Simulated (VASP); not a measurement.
A run of VASP 6.6.1:

INCAR

```
PREC = Accurate
ENCUT = 520
EDIFF = 1E-6
ISMEAR = 0
SIGMA = 0.1
LREAL = False
LASPH = True
NELM = 100
ALGO = Fast
ISIF = 2
LWAVE = False
LCHARG = False
GGA = PS
NBANDS = 17
```

KPOINTS

```
regular mesh
0
Gamma
  14 14 14
```

POSCAR

```
TiFe
1.0
    2.9163601564      0.0000000000      0.0000000000
    0.0000000000      2.9163601564      0.0000000000
    0.0000000000      0.0000000000      2.9163601564
Ti Fe
1 1
Direct
    0.5000000000      0.5000000000      0.5000000000
    0.0000000000      0.0000000000      0.0000000000
```

Potentials or basis: VASP PAW PBE potentials, release 64 (Ti_sv, Fe).

Command:

```bash
$ cat potpaw_PBE.64/Ti_sv/POTCAR potpaw_PBE.64/Fe/POTCAR > POTCAR
$ mpirun -np 1 vasp_std > vasp.out
```

Hardware: 1 thread of Intel(R) Xeon(R) Platinum 8488C (Sapphire Rapids), on a shared host.

Question: Estimate the wall time of this run.

Answer: It took 44 s on 1 thread of Intel(R) Xeon(R) Platinum 8488C (Sapphire Rapids), with other jobs on the host, peak memory 0.18 GiB. Counts: scf iterations 25, k points 120.
